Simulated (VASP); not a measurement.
These are PBE GGA, VASP's PBE PAW potentials (set 64) (plane waves; VASP) values and carry that method's errors.

Input for VASP

### INCAR
```
LMAXMIX  =  4
ISIF  =  2   # forces and stress, cell fixed
LREAL  =  .FALSE.
NELM  =  100   # most electronic steps
ISMEAR  =  -1
SYSTEM  =  In
GGA  =  PE   # PBE
EDIFF  =  1E-6   # SCF stop (eV)
ALGO  =  Normal
SIGMA  =  0.1   # width (eV)
LCHARG  =  .FALSE.
PREC  =  Accurate
ENCUT  =  300
LASPH  =  .TRUE.   # aspherical one-centre terms
LWAVE  =  .FALSE.
```

POSCAR:
```
In
1.0
 -1.6250000000   1.6250000000   2.4750000000
  1.6250000000  -1.6250000000   2.4750000000
  1.6250000000   1.6250000000  -2.4750000000
In
1
Cart
  0.0000000000   0.0000000000   0.0000000000
```

**KPOINTS**
```
Automatic mesh
0
Gamma
9 9 10
0 0 0
```

**KPOINTS_OPT**
```
k-points along high-symmetry lines
6
Line-mode
Reciprocal
  0.000000   0.000000   0.000000 ! GAMMA
  0.000000   0.000000   0.500000 ! X

  0.000000   0.000000   0.500000 ! X
  0.250000   0.250000   0.250000 ! P

  0.250000   0.250000   0.250000 ! P
  0.000000   0.500000   0.000000 ! N

  0.000000   0.500000   0.000000 ! N
  0.000000   0.000000   0.000000 ! GAMMA

  0.000000   0.000000   0.000000 ! GAMMA
  0.500000   0.500000  -0.500000 ! M

  0.500000   0.500000  -0.500000 ! M
  0.357770   0.642230  -0.357770 ! S

 -0.357770   0.357770   0.357770 ! S_0
  0.000000   0.000000   0.000000 ! GAMMA

  0.000000   0.000000   0.500000 ! X
 -0.215539   0.215539   0.500000 ! R

  0.500000   0.500000  -0.215539 ! G
  0.500000   0.500000  -0.500000 ! M
```

POTCAR, in this order: In_d (PBE.64 set). Program: vasp_std.

Output

OUTCAR:
```
 ion  position               nearest neighbor table
   1  0.000  0.000  0.000-
  LATTYP: Found a body centered tetragonal cell.
 ALAT       =     3.2500000000
 C/A-ratio  =     1.5230769231
 Subroutine PRICEL returns:
 Original cell was already a primitive cell.
 Subroutine GETGRP returns: Found 16 space group operations
The static configuration has the point symmetry D_4h.
The dynamic configuration has the point symmetry D_4h.
 Subroutine INISYM returns: Found 16 space group operations
 Subroutine IBZKPT returns following result:
 Found    230 irreducible k-points:

 Following reciprocal coordinates:
            Coordinates               Weight
  0.000000  0.000000  0.000000      1.000000
  0.111111  0.000000  0.000000      4.000000
  0.222222  0.000000 -0.000000      4.000000
  0.333333 -0.000000  0.000000      4.000000
  0.444444  0.000000 -0.000000      4.000000
  0.111111  0.111111  0.000000      2.000000
  0.222222  0.111111 -0.000000      4.000000
  0.333333  0.111111  0.000000      4.000000
  0.444444  0.111111  0.000000      4.000000
 -0.444444  0.111111  0.000000      4.000000
 -0.333333  0.111111  0.000000      4.000000
 -0.222222  0.111111  0.000000      4.000000
 -0.111111  0.111111  0.000000      2.000000
  0.222222  0.222222  0.000000      2.000000
  0.333333  0.222222  0.000000      4.000000
  0.444444  0.222222 -0.000000      4.000000
 -0.444444  0.222222  0.000000      4.000000
 -0.333333  0.222222  0.000000      4.000000
 -0.222222  0.222222  0.000000      2.000000
  0.333333  0.333333  0.000000      2.000000
  0.444444  0.333333  0.000000      4.000000
 -0.444444  0.333333  0.000000      4.000000
 -0.333333  0.333333  0.000000      2.000000
  0.444444  0.444444  0.000000      2.000000
 -0.444444  0.444444  0.000000      2.000000
  0.000000  0.000000  0.100000      2.000000
  0.111111  0.000000  0.100000      4.000000
  0.222222 -0.000000  0.100000      4.000000
  0.333333  0.000000  0.100000      4.000000
  0.444444  0.000000  0.100000      4.000000
 -0.444444 -0.000000  0.100000      4.000000
 -0.333333 -0.000000  0.100000      4.000000
 -0.222222 -0.000000  0.100000      4.000000
 -0.111111 -0.000000  0.100000      4.000000
  0.111111  0.111111  0.100000      2.000000
  0.222222  0.111111  0.100000      4.000000
  0.333333  0.111111  0.100000      4.000000
  0.444444  0.111111  0.100000      4.000000
 -0.444444  0.111111  0.100000      4.000000
 -0.333333  0.111111  0.100000      4.000000
   k-points           NKPTS =    230   k-points in BZ     NKDIM =    230   number of bands    NBANDS=     10
   number of dos      NEDOS =    301   number of ions     NIONS =      1
   total plane-waves  NPLWV =   8000
   dimension x,y,z NGX =    20 NGY =   20 NGZ =   20
   dimension x,y,z NGXF=    40 NGYF=   40 NGZF=   40
   ions per type =               1
   PREC   = accura    normal or accurate (medium, high low for compatibility)
   ISTART =      0    job   : 0-new  1-cont  2-samecut
   ICHARG =      2    charge: 1-file 2-atom 10-const
   ISPIN  =      1    spin polarized calculation?
   LNONCOLLINEAR =      F non collinear calculations
   LSORBIT =      F    spin-orbit coupling
   INIWAV =      1    electr: 0-lowe 1-rand  2-diag
   ENCUT  =  300.0 eV  22.05 Ry    4.70 a.u.   4.77  4.77  4.77*2*pi/ulx,y,z
   NELM   =    100;   NELMIN=  2; NELMDL= -5     # of ELM steps
   EDIFF  = 0.1E-05   stopping-criterion for ELM
   LREAL  =      F    real-space projection
   NLSPLINE    = F    spline interpolate recip. space projectors
   LMAXMIX     =    4 max onsite mixed and CHGCAR
...
```

### OSZICAR
```
       N       E                     dE             d eps       ncg     rms          rms(c)
DAV:   1     0.563891374908E+02    0.56389E+02   -0.48704E+03  4680   0.112E+03
DAV:   2    -0.692354464534E+00   -0.57081E+02   -0.56402E+02  4668   0.238E+02
DAV:   3    -0.253774026445E+01   -0.18454E+01   -0.18421E+01  5314   0.516E+01
DAV:   4    -0.257700038468E+01   -0.39260E-01   -0.39252E-01  5938   0.713E+00
DAV:   5    -0.257853527622E+01   -0.15349E-02   -0.15349E-02  5520   0.117E+00    0.228E+00
DAV:   6    -0.255680348934E+01    0.21732E-01   -0.37946E-02  5240   0.419E+00    0.116E+00
DAV:   7    -0.255165256434E+01    0.51509E-02   -0.13041E-02  5314   0.230E+00    0.245E-01
DAV:   8    -0.255127392368E+01    0.37864E-03   -0.67601E-04  5216   0.528E-01    0.299E-02
DAV:   9    -0.255127898947E+01   -0.50658E-05   -0.12394E-05  6394   0.473E-02    0.105E-02
DAV:  10    -0.255127951239E+01   -0.52293E-06   -0.65426E-07  2952   0.983E-03
   1 F= -.25512795E+01 E0= -.25432850E+01  d E =-.159890E-01
       N       E                     dE             ncg
```

File OUTCAR:
```
------------------------ aborting loop because EDIFF is reached ----------------------------------------
  FORCE on cell =-STRESS in cart. coord.  units (eV):
  Direction    XX          YY          ZZ          XY          YZ          ZX
  --------------------------------------------------------------------------------------
  Total        0.3115343      0.3115343      0.1886692      0.0000000      0.0000000      0.0000000
  in kB       19.0930173     19.0930173     11.5629767      0.0000000      0.0000000      0.0000000
  external PRESSURE =      16.5830037 kB  Pullay stress =       0.0000000 kB
  volume of cell :       26.14
      direct lattice vectors                 reciprocal lattice vectors
    -1.625000000  1.625000000  2.475000000     0.000000000  0.307692308  0.202020202
     1.625000000 -1.625000000  2.475000000     0.307692308  0.000000000  0.202020202
     1.625000000  1.625000000 -2.475000000     0.307692308  0.307692308  0.000000000
 POSITION                                       TOTAL-FORCE (eV/Angst)
 -----------------------------------------------------------------------------------
      0.00000      0.00000      0.00000        -0.000000      0.000000      0.000000
 -----------------------------------------------------------------------------------
    total drift:                                0.000000     -0.000000      0.000000
  FREE ENERGIE OF THE ION-ELECTRON SYSTEM (eV)
  ---------------------------------------------------
  free  energy   TOTEN  =        -2.5512795124 eV

  energy  without entropy=       -2.5352904628  energy(sigma->0) =       -2.54328499
```
(Selected blocks of OUTCAR.)

At this cut-off the stress carries a Pulay error, which pulls relaxed volumes low.

The structure is a typed In crystal. The cell was not relaxed at this level.
